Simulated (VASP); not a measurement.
# HfN with PBE + D3(BJ): from relaxation to properties, part 2 of 2

Aim: relax HfN, then compute properties on the relaxed cell. The start is a cell from a database of measured crystal structures.

VASP 6.6.1; PBE with D3(BJ); plane waves and PAW (Hf_pv, N).

Still holding for the runs below: This run has no spin polarisation. Its electron count is odd, so without a moment it is a metal by construction.

So far. Step 4 (Single point with fields (PBE + D3(BJ))): In this run the pressure is 0.02 GPa, small enough to go on. Step 5 (Band structure (PBE + D3(BJ))): There is no gap at this level. The relaxed cell has a = 4.505 Å (conventional setting).

### Step 6. Density of states (PBE + D3(BJ)) (continued)

The density of states has structure finer than the step of the table below, so its rows give means over 1 eV, whole bins alone (the curve runs from -12.0 to 7.90 eV). Peaks (eV: height): total -5.6: 4.5, 3.6: 2.07; Hf d -5.6: 0.832, 3.6: 1.43, 5.0: 1.31; N p -5.6: 1.79; Hf p -5.6: 0.753, 5.4: 0.182; Hf s -7.7: 0.129, 5.1: 0.0647, 6.5: 0.0442.

States under -12.0 eV and over 7.9 eV are left out. Table of density of states by energy, zero at the Fermi level; means over each step; values in states/eV/cell:

```
energy (eV)   total     Hf d     N p     Hf p     Hf s      N s
        -10       0        0       0        0        0        0
         -9  0.0568  0.00902  0.0157   9.5e-4  0.00974   3.5e-4
         -8   0.589   0.0931   0.179   0.0232   0.0832  0.00559
         -7   0.895    0.136   0.305   0.0684   0.0925  0.00969
         -6    2.17    0.474   0.873    0.242   0.0252  0.00753
         -5    1.77    0.359   0.736    0.202  0.00661  0.00441
         -4   0.501   0.0719   0.241   0.0467  0.00166   9.9e-4
         -3  0.0924   0.0333  0.0249  0.00423   2.8e-4   1.2e-4
         -2   0.231    0.111  0.0384  0.00379  0.00121   4.8e-4
         -1   0.396    0.206  0.0569  0.00265  0.00279  0.00143
          0   0.632    0.342  0.0853  0.00442  0.00566  0.00385
          1   0.729    0.413  0.0898   0.0104  0.00660  0.00553
          2   0.784    0.481  0.0814   0.0136   0.0120   0.0122
          3    1.55    0.990   0.176   0.0231   0.0325   0.0342
          4    1.76     1.21   0.159   0.0342   0.0424   0.0462
          5    1.70     1.12   0.126    0.101   0.0574   0.0751
          6    1.21    0.684   0.100    0.142   0.0397   0.0973
          7   0.738    0.421   0.110   0.0884   0.0279   0.0199
```

The finer mesh and the other smearing move the Fermi level by -0.23 eV from the 7×7×7 run, one measure of the sampling error in the zero of the bands above. Of the states within 0.3 eV of the Fermi level, the largest shares in the PAW spheres are Hf d 54 % and N p 13 %. The rest lies in smaller channels or between the spheres.

### Step 7. Zone-centre phonons (PBE + D3(BJ))

Zone-centre modes test whether the atoms sit at a minimum within this cell. IBRION = 6 takes the force constants from differences of forces between displaced cells, so the forces must be tight.

File INCAR:

```
SYSTEM = HfN
PREC = Accurate
ENCUT = 520
EDIFF = 1E-08
NELM = 100
ISMEAR = 1
SIGMA = 0.2
LREAL = .FALSE.
ALGO = Normal
GGA = PE
IVDW = 12
NBANDS = 13
LASPH = .TRUE.
LORBIT = 11
LWAVE = .FALSE.
LCHARG = .FALSE.
KPAR = 2
IBRION = 6
NFREE = 2
POTIM = 0.015
ISIF = 2
NSW = 1
```

File POSCAR:

```
HfN
1.0
    0.0000000000      2.2525383117      2.2525383117
    2.2525383117      0.0000000000      2.2525383117
    2.2525383117      2.2525383117      0.0000000000
Hf N
1 1
Direct
    0.0000000000      0.0000000000      0.0000000000
    0.5000000000      0.5000000000      0.5000000000
```

File KPOINTS:

```
Automatic mesh
0
Gamma
15 15 15
0 0 0
```

PAW data sets: Hf_pv and N (PBE family, release 64).

Run with:

```console
mpirun -np 2 vasp_std
```

Wall time 79 s (2 MPI ranks of Intel Xeon Platinum 8259CL at 2.50GHz (Skylake/Cascade Lake), shared host); peak memory 0.54 GiB; 2.2 min of CPU time.

The last energy, forces, stress and levels in OUTCAR belong to the last displaced cell, not to the cell of POSCAR.

This step gave:

```
bands                     : 13
irreducible k-points      : 120
pressure of the cell      : -0.2365 GPa
largest force of the cell : 0 eV/Å
```

Modes at Γ, with each element's share of the kinetic energy:

```
mode  frequency (cm⁻¹)  symmetry  Hf %  N %
   1               0.0  acoustic    93    7
   2               0.0  acoustic    93    7
   3               0.0  acoustic    93    7
   4             506.0       T1u     7   93
   5             506.0       T1u     7   93
   6             506.0       T1u     7   93
```

Displacements in mode 5 (506.0 cm⁻¹), the largest set to 1:
```
Hf1  0.00  0.00 -0.08
N2   0.00  0.00  1.00
```

The three acoustic modes come out at zero, and all others are real. By the characters of their eigenvectors the optical modes sort into (cm⁻¹) infrared active: T1u 506.

### Step 8. Field gradients at the nuclei (PBE + D3(BJ))

Field gradients probe how far the charge around each nucleus departs from cubic symmetry; LASPH keeps the non-spherical terms inside the spheres.

File INCAR:

```
SYSTEM = HfN
PREC = Accurate
ENCUT = 520
EDIFF = 1E-07
NELM = 100
ISMEAR = 0
SIGMA = 0.05
LREAL = .FALSE.
ALGO = Normal
GGA = PE
IVDW = 12
NBANDS = 13
LASPH = .TRUE.
LORBIT = 11
LWAVE = .FALSE.
LCHARG = .FALSE.
KPAR = 2
LEFG = .TRUE.
```

POSCAR is that of step 7.

File KPOINTS:

```
Automatic mesh
0
Gamma
7 7 7
0 0 0
```

Run with:

```console
mpirun -np 2 vasp_std
```

It took 4.6 s on 2 MPI ranks; peak memory 0.28 GiB; 7.3 s of CPU time.

Numbers from this step:

| Quantity | Value |
| --- | --- |
| SCF cycles | 14 |
| irreducible k-points | 20 |
| free energy (TOTEN) | -22.51 eV |
| Fermi energy | 8.742 eV |
| pressure | 0.02788 GPa |

Electric field gradients, by row:

```
atom  Vxx (V/Å²)  Vyy (V/Å²)  Vzz (V/Å²)  asymmetry
 Hf1           0           0      -0.001          -
  N2      -0.001      -0.001       0.002          -
```

All gradients vanish within the noise.

The run ends at a pressure of 0.03 GPa.

### Step 9. Ionic relaxation at fixed cell (PBE + D3(BJ)), changed input

This run is made with a changed input; what comes of it follows.

File INCAR:

```
SYSTEM = HfN
PREC = Low
ENCUT = 220
EDIFF = 1E-06
NELM = 99
ISMEAR = 0
SIGMA = 0.05
LREAL = .FALSE.
ALGO = Normal
GGA = PE
IVDW = 12
NBANDS = 13
LASPH = .TRUE.
LORBIT = 11
LWAVE = .FALSE.
LCHARG = .FALSE.
KPAR = 2
IBRION = 2
NSW = 30
ISIF = 2
EDIFFG = -0.01
```

POSCAR is that of step 8.

KPOINTS is that of step 8.

Run with:

```console
mpirun -np 2 vasp_std
```

The job ended after 2.2 s (2 MPI ranks; peak memory 0.21 GiB).

The run converged, but on settings that are not sound, so its numbers are not to be trusted.

Against the sound run on this cell (field gradients at the nuclei (PBE + D3(BJ))) the energy at zero smearing moves by -36.9 meV an atom and the pressure by -54.51 GPa.

The fault in the input: cutoff too low (ENCUT = 220 and PREC = "Low"). Raise ENCUT.

### Step 10. What came out

```yaml
relaxed_volume: 11.43 Å³/atom
relaxed_conventional_cell_a_b_c: 4.505, 4.505, 4.505 Å
space_group_after_relaxing_within_0p02_a: Fm-3m (No. 225)
band_gap: none, a metal
dos_at_the_fermi_level: 0.643 states/eV/cell
highest_zone_centre_mode: 506 cm⁻¹
largest_field_gradient_vzz: zero within the noise on all sites
```

What this shows: With PBE + D3(BJ), HfN relaxes to 11.43 Å³/atom in space group Fm-3m (held by the symmetry of the run) and comes out as a metal. Against the listed cell the volume lies -2.9 %. Band structure (PBE + D3(BJ)): Of the bands kept, 3 cross the Fermi level on this path. Zone-centre phonons (PBE + D3(BJ)): The highest mode in this list at Γ, 506.0 cm⁻¹, is mostly motion of N (93 % of the kinetic energy). Spin-orbit coupling is left out, and with elements this heavy it would split and shift bands near the Fermi level. The k-sampling is coarse for a metal, so the Fermi level, pressures and the shape of the cell carry errors. With an odd electron count and no spin the cell is a metal by construction. Modes at Γ alone can't show that the crystal is stable at other wave vectors. No search among competing phases was made, and a listed structure need not be the one stable at ambient conditions. All values are for a static lattice at zero temperature.

[Lines on the potential files, build, host, timing and source positions are cut from VASP's logs without a mark.]

[Logs are printed without paths, hosts, clocks, repeated set-up lines and the standing remarks that a program may print on its own settings, such as how far it seeks lower states.]

[Hosts, paths, dates, database ids (printed as entryN), source tags and the programs' standing remarks are cut or masked in the printed files.]

[A measured line is paired with the nearest computed mode of its activity, which favours agreement.]
